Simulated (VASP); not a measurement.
# Iridium: structure and properties in VASP, part 2 of 4

Aim: relax Iridium, then compute properties on the relaxed cell. Left out of this account: 1 further run (phonons: it ended without a result to show). The start is a cell from a database of measured crystal structures.

VASP 6.6.1, plane waves and PAW; the level of theory is named at each step.

Still holding for the runs below: This run has no spin polarisation. Its electron count is odd, so without a moment it is a metal by construction. The k-mesh is coarse for a metal.

So far. Step 2 (Full relaxation (optB86b-vdW)): It ends with forces that vanish by symmetry and a pressure of -0.01 GPa. The volume lies +1.7 % from that of the database's start. Step 3 (Second relaxation): It ends with forces that vanish by symmetry and a pressure of -0.01 GPa. The volume moved by under 0.01 %: the run met its threshold at the first step.

## 4. Density, ELF and potential (optB86b-vdW)

Level of this step: optB86b-vdW; plane waves and PAW (Ir) (VASP).

A single point on the relaxed cell gives a clean self-consistent state, with density, ELF and potential written out.

The input, INCAR:

```
SYSTEM = Ir
PREC = Accurate
ENCUT = 400
EDIFF = 1E-06
NELM = 100
ISMEAR = 1
SIGMA = 0.2
LREAL = .FALSE.
ALGO = Normal
GGA = MK
AGGAC = 0
LUSE_VDW = .TRUE.
PARAM1 = 0.1234
PARAM2 = 1
LASPH = .TRUE.
NBANDS = 10
LORBIT = 11
LWAVE = .FALSE.
LCHARG = .TRUE.
ISIF = 2
LELF = .TRUE.
LVHAR = .TRUE.
```

The input, POSCAR:

```
Ir
1.0
    0.0000000000      1.9304145496      1.9304145496
    1.9304145496      0.0000000000      1.9304145496
    1.9304145496      1.9304145496      0.0000000000
Ir
1
Direct
    0.0000000000      0.0000000000      0.0000000000
```

The input, KPOINTS:

```
Automatic mesh
0
Gamma
10 10 10
0 0 0
```

The projector-augmented-wave data sets are Ir (PBE family, release 64).

Run with:

```bash
> mpirun -np 2 vasp_std
```

Output:

```text
[banner, memory and clock lines left out]
running    2 mpi-ranks, on    1 nodes
 distrk:  each k-point on    2 cores,    1 groups
 distr:  one band on    1 cores,    2 groups

 POSCAR found type information on POSCAR Ir
 POSCAR found :  1 types and       1 ions
 [... a notice as in an earlier step ...]

 [... a notice as in an earlier step ...]

 LDA part: xc-table for (Slater+PW92), standard interpolation
 POSCAR, INCAR and KPOINTS ok, starting setup
 FFT: planning ... GRIDC
 FFT: planning ... GRID_SOFT
 FFT: planning ... GRID
 WAVECAR not read
 entering main loop
       N       E                     dE             d eps       ncg     rms          rms(c)
DAV:   1     0.384700684096E+02    0.38470E+02   -0.36844E+03   988   0.651E+02
DAV:   2    -0.650979321880E+01   -0.44980E+02   -0.42248E+02   976   0.172E+02
DAV:   3    -0.715812305715E+01   -0.64833E+00   -0.64664E+00  1104   0.248E+01
DAV:   4    -0.716392163026E+01   -0.57986E-02   -0.57977E-02  1034   0.226E+00
DAV:   5    -0.716404261915E+01   -0.12099E-03   -0.12099E-03  1106   0.310E-01    0.145E+01
DAV:   6    -0.669405833334E+01    0.46998E+00   -0.84438E-01  1036   0.110E+01    0.583E+00
DAV:   7    -0.661137944906E+01    0.82679E-01   -0.25472E-01  1132   0.557E+00    0.144E+00
DAV:   8    -0.660856364648E+01    0.28158E-02   -0.20102E-03  1010   0.457E-01    0.102E+00
DAV:   9    -0.660537934654E+01    0.31843E-02   -0.20213E-03  1058   0.606E-01    0.162E-02
DAV:  10    -0.660538529847E+01   -0.59519E-05   -0.12220E-05  1302   0.316E-02    0.313E-02
DAV:  11    -0.660538612686E+01   -0.82839E-06   -0.10204E-06   710   0.134E-02
   1 F= -.66053861E+01 E0= -.66051181E+01  d E =-.803947E-03
```

Wall time 10 s (2 MPI ranks of AMD EPYC 7R43, shared host); peak memory 0.3 GiB; 19 s of CPU time.

From OUTCAR (step 4):

```text
The static configuration has the point symmetry O_h .

 Found     47 irreducible k-points:

   NELECT =       9.0000    total number of electrons

 E-fermi :  10.1008

Total vdW correction in eV:      1.0818262

  Total       -0.0013002     -0.0013002     -0.0013002     -0.0000000     -0.0000000      0.0000000
  in kB       -0.1447862     -0.1447862     -0.1447862     -0.0000000     -0.0000000      0.0000000
  external PRESSURE =      -0.1447862 kB  Pullay stress =       0.0000000 kB

 POSITION                                       TOTAL-FORCE (eV/Angst)
 -----------------------------------------------------------------------------------
      0.00000      0.00000      0.00000         0.000000      0.000000      0.000000
 -----------------------------------------------------------------------------------
    total drift:                                0.000000     -0.000000      0.000000

  FREE ENERGIE OF THE ION-ELECTRON SYSTEM (eV)
  ---------------------------------------------------
  free  energy   TOTEN  =        -6.6053861269 eV

  energy  without entropy=       -6.6045821795  energy(sigma->0) =       -6.60511814

Total vdW correction in eV:      1.0818254

[... 16 parts as in an earlier step ...]
```

Numbers from this step:

| Quantity | Value |
| --- | --- |
| SCF cycles | 11 |

Valence electrons inside each PAW sphere by angular momentum. Sphere charges, by row:

```tsv
atom	s (e)	p (e)	d (e)	tot (e)
Ir1	0.663	0.712	6.971	8.347
```

Electrostatic potential energy in the ac plane of the conventional cell at fractional y = 0.000, with atoms of Ir within 0.2 Å of it. With pseudopotentials it is smooth inside the atoms' cores, unlike the true potential.

Ten even steps from '_' (-56 eV) to '@' (2 eV), each cell a mean:
```
__..--**%%@@@@@@@@@@%%++::__
::--++##@@@@@@@@@@@@%%**==::
++++##%%@@@@%%%%%%@@@@%%**++
%%%%%%@@%%##****##%%%%@@%%%%
@@@@@@%%##++----==++%%@@@@@@
@@@@@@%%++--..__..==##%%@@@@
@@@@@@%%++::______--**%%@@@@
@@@@@@%%++::____..--**%%@@@@
@@@@@@%%**==::::--++##@@@@@@
%%%%@@@@%%**++++++##%%@@@@%%
**##%%%%@@%%%%%%%%%%@@%%##**
--==++%%@@@@@@@@@@@@%%##++--
__..==##%%@@@@@@@@@@%%++--..
____--**%%@@@@@@@@@@%%++::__
```
Columns run along a (3.9 Å; values clipped at the 3rd and 97th percentile), rows up along c (3.9 Å), edges of the conventional cell, whose origin can differ from the input's. Atoms in or near the plane, at fractional coordinates: Ir at (0.00, 0.00), Ir at (0.50, 0.50).

Valence density in the ac plane of the conventional cell at fractional y = 0.000, with atoms of Ir within 0.2 Å of it. It is the smooth field of the valence electrons, not physical close to the nuclei.

Ten even steps from '_' (0.2 e/Å³) to '@' (2.6 e/Å³), each cell a mean:
```
@@##++::..__________..==**%%
**++--::____________..::==**
==--::..____....____....::==
..........::::--::..........
______..::--++++==--..______
______..--++##%%**==::______
______..==**@@@@%%++--..____
______..==**%%@@##++::..____
______..::==****++--::______
..____....::====--::..____..
--::....................::::
++==--..____________..::--++
%%**==::____________..--++##
@@%%++--..__________..==**@@
```
Columns run along a (3.9 Å), rows up along c (3.9 Å), edges of the conventional cell, whose origin can differ from the input's. Atoms in or near the plane, at fractional coordinates: Ir at (0.00, 0.00), Ir at (0.50, 0.50).

ELF in the ac plane of the conventional cell at fractional y = 0.000, with atoms of Ir within 0.2 Å of it. It is the smooth field of the valence electrons, not physical close to the nuclei.

Values, 14 rows by 14 columns, each cell a mean:
```
0.01 0.02 0.14 0.32 0.30 0.23 0.18 0.16 0.20 0.26 0.33 0.26 0.08 0.01
0.07 0.10 0.23 0.34 0.32 0.27 0.23 0.22 0.24 0.29 0.34 0.30 0.16 0.08
0.25 0.28 0.33 0.37 0.36 0.32 0.30 0.30 0.31 0.33 0.37 0.36 0.30 0.26
0.34 0.33 0.35 0.38 0.37 0.34 0.32 0.32 0.32 0.35 0.38 0.37 0.34 0.33
0.25 0.26 0.31 0.35 0.33 0.23 0.14 0.13 0.17 0.26 0.35 0.33 0.29 0.26
0.18 0.21 0.26 0.33 0.28 0.10 0.02 0.02 0.05 0.17 0.32 0.31 0.24 0.20
0.15 0.18 0.25 0.34 0.25 0.07 0.01 0.14 0.02 0.13 0.32 0.30 0.22 0.16
0.16 0.20 0.26 0.33 0.26 0.08 0.01 0.01 0.02 0.14 0.32 0.30 0.23 0.18
0.22 0.24 0.29 0.34 0.30 0.16 0.08 0.07 0.10 0.23 0.34 0.32 0.27 0.23
0.30 0.31 0.33 0.37 0.36 0.30 0.26 0.25 0.28 0.33 0.37 0.36 0.32 0.30
0.32 0.32 0.35 0.38 0.37 0.34 0.33 0.34 0.33 0.35 0.38 0.37 0.34 0.32
0.13 0.17 0.26 0.35 0.33 0.29 0.26 0.25 0.26 0.31 0.35 0.33 0.23 0.14
0.02 0.05 0.17 0.32 0.31 0.24 0.20 0.18 0.21 0.26 0.33 0.28 0.10 0.02
0.14 0.02 0.13 0.32 0.30 0.22 0.16 0.15 0.18 0.25 0.34 0.25 0.07 0.01
```
Columns run along a (3.9 Å), rows up along c (3.9 Å), edges of the conventional cell, whose origin can differ from the input's. Atoms in or near the plane, at fractional coordinates: Ir at (0.00, 0.00), Ir at (0.50, 0.50).

In this run the pressure is -0.01 GPa, small enough to go on.

## 5. Band structure (optB86b-vdW)

The mesh alone shows little of the dispersion and can miss band extrema, so KPOINTS_OPT adds a path through the symmetry points after the self-consistent cycle.

Changes to INCAR since step 4:

```diff
@@ -15,8 +15,6 @@
 LASPH = .TRUE.
-NBANDS = 10
+NBANDS = 15
 LORBIT = 11
 LWAVE = .FALSE.
-LCHARG = .TRUE.
-ISIF = 2
-LELF = .TRUE.
-LVHAR = .TRUE.
+LCHARG = .FALSE.
+KPAR = 2
```

POSCAR is that of step 4.

KPOINTS is that of step 4.

The input, KPOINTS_OPT:

```
Line mode
16
Line-mode
Reciprocal
  0.00000000   0.00000000   0.00000000 GAMMA
  0.50000000   0.00000000   0.50000000 X

  0.50000000   0.00000000   0.50000000 X
  0.50000000   0.25000000   0.75000000 W

  0.50000000   0.25000000   0.75000000 W
  0.37500000   0.37500000   0.75000000 K

  0.37500000   0.37500000   0.75000000 K
  0.00000000   0.00000000   0.00000000 GAMMA

  0.00000000   0.00000000   0.00000000 GAMMA
  0.50000000   0.50000000   0.50000000 L

  0.50000000   0.50000000   0.50000000 L
  0.62500000   0.25000000   0.62500000 U

  0.62500000   0.25000000   0.62500000 U
  0.50000000   0.25000000   0.75000000 W

  0.50000000   0.25000000   0.75000000 W
  0.50000000   0.50000000   0.50000000 L

  0.50000000   0.50000000   0.50000000 L
  0.37500000   0.37500000   0.75000000 K

  0.62500000   0.25000000   0.62500000 U
  0.50000000   0.00000000   0.50000000 X
```

Run with:

```bash
> mpirun -np 2 vasp_std
```

Output:

```text
[... set-up lines as in an earlier step ...]
 entering main loop
       N       E                     dE             d eps       ncg     rms          rms(c)
DAV:   1     0.450496315532E+02    0.45050E+02   -0.33125E+03  1442   0.430E+02
DAV:   2    -0.618015386494E+01   -0.51230E+02   -0.47572E+02  1718   0.143E+02
DAV:   3    -0.715806960804E+01   -0.97792E+00   -0.97588E+00  1914   0.210E+01
DAV:   4    -0.716397175439E+01   -0.59021E-02   -0.59000E-02  1655   0.162E+00
DAV:   5    -0.716404403896E+01   -0.72285E-04   -0.72262E-04  1894   0.167E-01    0.145E+01
DAV:   6    -0.669362053445E+01    0.47042E+00   -0.65222E-01  1984   0.733E+00    0.585E+00
DAV:   7    -0.661134162976E+01    0.82279E-01   -0.22185E-01  2138   0.378E+00    0.142E+00
DAV:   8    -0.660879076827E+01    0.25509E-02   -0.30488E-03  1669   0.389E-01    0.104E+00
DAV:   9    -0.660538546525E+01    0.34053E-02   -0.18596E-03  2019   0.448E-01    0.465E-02
DAV:  10    -0.660538441764E+01    0.10476E-05   -0.26666E-05  1769   0.318E-02    0.319E-02
DAV:  11    -0.660538615861E+01   -0.17410E-05   -0.15810E-06  1959   0.974E-03    0.158E-03
DAV:  12    -0.660538604590E+01    0.11271E-06   -0.33675E-08  1307   0.156E-03
   1 F= -.66053860E+01 E0= -.66051180E+01  d E =-.804030E-03
 Start KPOINTS_OPT (optional k-point list driver)
k-point batch [1-47\160]
       N       E                     dE             ncg
DAV:   1     0.479238981082E+04   -0.11316E+05     1434
DAV:   2     0.248869956847E+04   -0.23037E+04     1711
DAV:   3     0.244613650110E+04   -0.42563E+02     1998
DAV:   4     0.244591253902E+04   -0.22396E+00     1658
DAV:   5     0.244591024792E+04   -0.22911E-02     1952
DAV:   6     0.244591021115E+04   -0.36769E-04     1738
DAV:   7     0.244591021042E+04   -0.72657E-06     1756
[...]
k-point batch [142-160\160]
       N       E                     dE             ncg
DAV:   1     0.119144754205E+05   -0.57589E+04      578
DAV:   2     0.110154136651E+05   -0.89906E+03      752
DAV:   3     0.109986687094E+05   -0.16745E+02      787
DAV:   4     0.109985868743E+05   -0.81835E-01      703
DAV:   5     0.109985858483E+05   -0.10260E-02      760
DAV:   6     0.109985858271E+05   -0.21289E-04      690
DAV:   7     0.109985858268E+05   -0.27792E-06      656
```

Elapsed: 23 s, on 2 MPI ranks; peak memory 0.34 GiB; 43 s of CPU time.

From OUTCAR (step 5):

```text
   k-points           NKPTS =     47   k-points in BZ     NKDIM =     47   number of bands    NBANDS=     15

   NELECT =       9.0000    total number of electrons

 E-fermi :  10.1007

 k-point     1 :       0.0000    0.0000    0.0000
  band No.  band energies     occupation
    ...
      2       6.2364      2.00000
      3       6.2364      2.00000
      4       6.2364      2.00000
      5       8.8569      2.00000
      6       8.8569      2.00000
      7      24.5150      0.00000
      8      29.9334      0.00000
      9      29.9334      0.00000
     10      29.9334      0.00000
     11      34.8685      0.00000
    ...

Total vdW correction in eV:      1.0818316

  Total        0.0000274      0.0000274      0.0000274     -0.0000000      0.0000000      0.0000000
  in kB        0.0030470      0.0030470      0.0030470     -0.0000000      0.0000000      0.0000000
  external PRESSURE =       0.0030470 kB  Pullay stress =       0.0000000 kB

  FREE ENERGIE OF THE ION-ELECTRON SYSTEM (eV)
  ---------------------------------------------------
  free  energy   TOTEN  =        -6.6053860459 eV

  energy  without entropy=       -6.6045820157  energy(sigma->0) =       -6.60511804

Total vdW correction in eV:      1.0818250

[... 10 parts as in an earlier step ...]

[... 7 further parts left out ...]
```

Spin-orbit coupling is off here; with elements this heavy it splits and shifts levels by tenths of an eV or more.

Numbers from this step:

| Quantity | Value |
| --- | --- |
| SCF cycles | 12 |
| bands | 15 |
| pressure | 3.05e-4 GPa |

Electronic bands along the path, in eV, zero at the Fermi level; # counts the bands kept:

```tsv
point	#1	#2	#3	#4	#5	#6	#7
Γ	-10.99	-3.86	-3.86	-3.86	-1.24	-1.24	14.41
0.53 of the way	-7.82	-5.94	-3.01	-1.66	-1.66	-0.21	17.36
X	-7.77	-7.22	0.76	1.35	1.35	1.68	10.16
0.47 of the way	-7.19	-6.68	-1.81	-0.24	1.35	5.14	8.67
W	-6.15	-4.81	-4.81	-1.82	1.35	7.94	8.90
0.47 of the way	-6.42	-5.69	-3.67	-1.41	1.02	6.97	7.88
K	-6.83	-5.89	-2.87	-0.93	0.51	6.18	7.52
0.53 of the way	-8.03	-4.96	-3.62	-2.56	-2.38	0.37	14.26
Γ	-10.99	-3.86	-3.86	-3.86	-1.24	-1.24	14.41
0.53 of the way	-8.63	-4.26	-3.46	-3.46	-0.93	-0.93	13.21
L	-7.98	-3.96	-3.96	-0.73	0.79	0.79	6.98
0.53 of the way	-6.80	-4.94	-3.32	-2.80	0.53	4.52	6.55
U	-6.83	-5.89	-2.87	-0.93	0.51	6.18	7.52
0.53 of the way	-6.42	-5.69	-3.67	-1.41	1.02	6.97	7.88
W	-6.15	-4.81	-4.81	-1.82	1.35	7.94	8.90
0.47 of the way	-6.37	-5.27	-3.73	-2.43	0.46	5.38	6.40
L	-7.98	-3.96	-3.96	-0.73	0.79	0.79	6.98
0.47 of the way	-7.01	-4.78	-3.05	-3.05	0.58	4.00	6.58
K	-6.83	-5.89	-2.87	-0.93	0.51	6.18	7.52
jump to U	-6.83	-5.89	-2.87	-0.93	0.51	6.18	7.52
0.47 of the way	-7.42	-6.83	-1.09	0.13	1.10	4.58	8.42
X	-7.77	-7.22	0.76	1.35	1.35	1.68	10.16
```

The electronic bands as a text plot (rows in eV, shown from -8.0 to 6.4 only):

```
    6.1 |               *                      *             **
    5.5 |                *                   **             *
    4.9 |          *      *                          *
    4.3 |                                   *              *   *
    3.7 |                  *
    3.1 |         *                                   *   *
    2.5 |                   *              *                    *
    1.9 |        *                                     * *
    1.3 |        *******     *                   **            **
    0.7 |       ***     *                ***** **  ************ *
    0.1 |    ***  **     **             *     *                *
   -0.5 |   *                 **       *                *     **
   -1.1 |***  **   **  *** *    *******  **   ***            *
   -1.7 | *  *       **   * *   *          *     ****  * *  *
   -2.3 |  **              *****        *    *            *   *
   -2.9 |   ***     *   *     **            *  *     **    * *
   -3.5 | **           * *    ***  *****   * ** *    *** ****
   -4.1 |**          *    *  *  ******* ****     *  *  ***
   -4.7 |  *          *    ** **            *     **  *   **
   -5.3 |   *        **  **  *               **  * * *      *
   -5.9 |    *      * ***  *                   ** ***        *
   -6.5 |     **    ** **** *                ** **   *      ***
   -7.1 |       ****         *              *  *      *    *  ***
   -7.7 |    ******                     ****           ****    **
         Γ       X    W  K        Γ      L     U  W     L   K|U X
```

There is no gap at this level.

[end of part 2 of 4]

[Lines on the potential files, build, host, timing and source positions are cut from VASP's logs without a mark.]

[Logs are printed without paths, hosts, clocks, repeated set-up lines and the standing remarks that a program may print on its own settings, such as how far it seeks lower states.]

[Hosts, paths, dates, database ids (printed as entryN), source tags and the programs' standing remarks are cut or masked in the printed files.]

[A measured line is paired with the nearest computed mode of its activity, which favours agreement.]
